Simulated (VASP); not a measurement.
The input files of a VASP run:

**KPOINTS**
```
Automatic mesh
0
Gamma
4 4 3
0 0 0
```

**POSCAR**
```
Te
1
    2.2746000000    -3.9397220000     0.0000000000
    2.2746000000     3.9397220000     0.0000000000
    0.0000000000     0.0000000000     6.0486000000
Te
3
Direct
  0.0000000000   0.2630000000   0.6666670000
  0.7370000000   0.7370000000   0.0000000000
  0.2630000000   0.0000000000   0.3333330000
```

### INCAR
```
SYSTEM = Te
PREC = Accurate
ENCUT = 180
EDIFF = 1E-6
NELM = 100
ALGO = Normal
LREAL = .FALSE.
LASPH = .TRUE.
ISMEAR = 0
SIGMA = 0.05
GGA = PE
LMAXMIX = 4
LWAVE = .FALSE.
LCHARG = .FALSE.
ISIF = 3
IBRION = 2
NSW = 40
EDIFFG = -0.01
```

POTCAR, in this order: Te (PBE.64 set). Program: vasp_std.

Output of the run:

### standard output
```
...
 ZBRENT: extrapolating
 opt :   3.4822  next Energy=    -9.398683 (dE=-0.427E-02)
 bond charge predicted
       N       E                     dE             d eps       ncg     rms          rms(c)
DAV:   1    -0.939872111830E+01   -0.13284E-03   -0.15800E-02   234   0.708E-01    0.653E-02
DAV:   2    -0.939869680037E+01    0.24318E-04   -0.51255E-04   249   0.132E-01    0.341E-02
DAV:   3    -0.939868086620E+01    0.15934E-04   -0.41846E-05   269   0.415E-02    0.111E-02
DAV:   4    -0.939868234142E+01   -0.14752E-05   -0.91513E-06   254   0.181E-02    0.743E-03
DAV:   5    -0.939868251673E+01   -0.17531E-06   -0.24026E-07   117   0.332E-03
   6 F= -.93986825E+01 E0= -.93986825E+01  d E =-.427282E-02
 curvature:  -2.01 expect dE=-0.160E-03 dE for cont linesearch -0.202E-10
 trial: gam= 0.03660 g(F)=  0.296E-04 g(S)=  0.501E-04 ort = 0.168E-06 (trialstep = 0.145E+01)
 search vector abs. value=  0.835E-04
 bond charge predicted
       N       E                     dE             d eps       ncg     rms          rms(c)
DAV:   1    -0.939886508339E+01   -0.18274E-03   -0.61834E-03   234   0.418E-01    0.595E-02
DAV:   2    -0.939881718809E+01    0.47895E-04   -0.23359E-04   234   0.909E-02    0.247E-02
DAV:   3    -0.939878890526E+01    0.28283E-04   -0.43117E-05   269   0.334E-02    0.190E-02
DAV:   4    -0.939878609094E+01    0.28143E-05   -0.41638E-06   234   0.109E-02    0.211E-02
DAV:   5    -0.939878462820E+01    0.14627E-05   -0.14872E-06   117   0.752E-03    0.148E-02
DAV:   6    -0.939878476342E+01   -0.13522E-06   -0.40230E-07   117   0.418E-03
   7 F= -.93987848E+01 E0= -.93987848E+01  d E =-.102247E-03
 ZBRENT: can't locate minimum, use default step
 trial-energy change:   -0.000102  1 .order   -0.000105   -0.000116   -0.000094
 step:   5.8050(harm=  7.8852)  dis= 0.00436  next Energy=    -9.398997 (dE=-0.314E-03)
 bond charge predicted
       N       E                     dE             d eps       ncg     rms          rms(c)
DAV:   1    -0.939966629052E+01   -0.88166E-03   -0.55719E-02   234   0.126E+00    0.175E-01
DAV:   2    -0.939924164317E+01    0.42465E-03   -0.21009E-03   239   0.273E-01    0.736E-02
DAV:   3    -0.939899073346E+01    0.25091E-03   -0.38573E-04   264   0.100E-01    0.580E-02
DAV:   4    -0.939896751031E+01    0.23223E-04   -0.36436E-05   244   0.321E-02    0.640E-02
DAV:   5    -0.939895974884E+01    0.77615E-05   -0.14783E-05   249   0.224E-02    0.406E-02
DAV:   6    -0.939895954171E+01    0.20713E-06   -0.21895E-06   162   0.905E-03
   8 F= -.93989595E+01 E0= -.93989595E+01  d E =-.277025E-03
 curvature:  -3.70 expect dE=-0.217E-03 dE for cont linesearch -0.164E-04
 ZBRENT: extrapolating
 opt :   7.6378  next Energy=    -9.398977 (dE=-0.295E-03)
 bond charge predicted
       N       E                     dE             d eps       ncg     rms          rms(c)
DAV:   1    -0.939909742556E+01   -0.13768E-03   -0.98297E-03   234   0.527E-01    0.734E-02
DAV:   2    -0.939902274866E+01    0.74677E-04   -0.36933E-04   239   0.114E-01    0.312E-02
DAV:   3    -0.939897815504E+01    0.44594E-04   -0.68327E-05   264   0.421E-02    0.243E-02
DAV:   4    -0.939897394717E+01    0.42079E-05   -0.64331E-06   239   0.135E-02    0.271E-02
DAV:   5    -0.939897201363E+01    0.19335E-05   -0.23448E-06   154   0.936E-03    0.189E-02
DAV:   6    -0.939897213914E+01   -0.12551E-06   -0.57458E-07   117   0.474E-03
   9 F= -.93989721E+01 E0= -.93989721E+01  d E =-.289622E-03
 curvature:  -3.97 expect dE=-0.402E-03 dE for cont linesearch -0.101E-06
 trial: gam= 1.29600 g(F)=  0.116E-04 g(S)=  0.895E-04 ort =-0.145E-05 (trialstep = 0.945E+00)
 search vector abs. value=  0.238E-03
 bond charge predicted
       N       E                     dE             d eps       ncg     rms          rms(c)
DAV:   1    -0.939899233656E+01   -0.20323E-04   -0.60361E-03   239   0.435E-01    0.895E-02
DAV:   2    -0.939900804002E+01   -0.15703E-04   -0.26684E-04   254   0.910E-02    0.275E-02
DAV:   3    -0.939900213129E+01    0.59087E-05   -0.58545E-06   269   0.153E-02    0.144E-02
DAV:   4    -0.939899797251E+01    0.41588E-05   -0.57830E-06   234   0.133E-02    0.605E-03
DAV:   5    -0.939899777777E+01    0.19475E-06   -0.31651E-07   117   0.392E-03
  10 F= -.93989978E+01 E0= -.93989978E+01  d E =-.256386E-04
 trial-energy change:   -0.000026  1 .order   -0.000030   -0.000094    0.000034
 step:   0.6532(harm=  0.6937)  dis= 0.00088  next Energy=    -9.399003 (dE=-0.310E-04)
 reached required accuracy - stopping structural energy minimisation
```

File OUTCAR:
```
------------------------ aborting loop because EDIFF is reached ----------------------------------------
  FORCE on cell =-STRESS in cart. coord.  units (eV):
  Direction    XX          YY          ZZ          XY          YZ          ZX
  --------------------------------------------------------------------------------------
  Total       -0.0108370     -0.0108370     -0.0180053      0.0000000      0.0000000      0.0000000
  in kB       -0.1643243     -0.1643243     -0.2730177      0.0000000      0.0000000      0.0000000
  external PRESSURE =      -0.2005554 kB  Pullay stress =       0.0000000 kB
  volume of cell :      105.66
      direct lattice vectors                 reciprocal lattice vectors
     2.271140318 -3.933729659 -0.000000000     0.220153725 -0.127105837 -0.000000000
     2.271140318  3.933729659  0.000000000     0.220153725  0.127105837  0.000000000
    -0.000000000 -0.000000000  5.913445072    -0.000000000 -0.000000000  0.169106162
 POSITION                                       TOTAL-FORCE (eV/Angst)
 -----------------------------------------------------------------------------------
      2.88083     -2.87771      3.94230        -0.002031     -0.003518      0.000000
      3.32289     -0.00000      0.00000         0.004063      0.000000      0.000000
      2.88083      2.87771      1.97115        -0.002031      0.003518     -0.000000
 -----------------------------------------------------------------------------------
    total drift:                               -0.000172     -0.000403      0.000013
  FREE ENERGIE OF THE ION-ELECTRON SYSTEM (eV)
  ---------------------------------------------------
  free  energy   TOTEN  =        -9.3989977778 eV

  energy  without entropy=       -9.3989977778  energy(sigma->0) =       -9.39899778

 reached required accuracy - stopping structural energy minimisation
```
(Selected blocks of OUTCAR.)

Question: Read input and log: which fault does this run have?
(A) NBANDS is too small to hold all electrons
(B) POTCAR lists the elements in another order than POSCAR
(C) NSW is too small for the relaxation to finish
(D) ENCUT is too low for a cell relaxation, so Pulay stress biases the volume

Answer: D, ENCUT is too low for a cell relaxation, so Pulay stress biases the volume. The run ends without an error. Against the sound run, the energy per atom (σ→0) rises by 0.002 eV/atom; the pressure stays essentially unchanged; the largest force increases by 0.003 eV/Å; the volume falls by 1.3 %.

To mend it, set ENCUT = 400.

The mended run (PBE GGA, plane waves, VASP's PBE PAW potentials (set 64)) converges, and its OSZICAR ends with
```
   6 F= -.94051053E+01 E0= -.94051053E+01  d E =-.384353E-02
```

The compound is Te in the trig structure.
